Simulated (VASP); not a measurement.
Energy against volume of CuI (zinc blende). Level of theory: SCAN meta-GGA, VASP's PBE PAW potentials (set 64) (plane waves; VASP 6.6.1).

| V (Å³/atom) | E (eV/atom) |
|---|---|
| 25.287 | -26.04868 |
| 26.094 | -26.06162 |
| 26.901 | -26.06673 |
| 27.708 | -26.06481 |
| 28.515 | -26.05719 |

Question: Fit a third-order Birch-Murnaghan equation of state.

Answer: 
```yaml
volume_per_atom: 27.07 Å³/atom
bulk_modulus: 44.0 GPa
pressure_derivative_of_the_bulk_modulus: 4.15
lattice_constant_a: 11.348 bohr
```

The compound is CuI in the zinc blende structure. It was relaxed first.
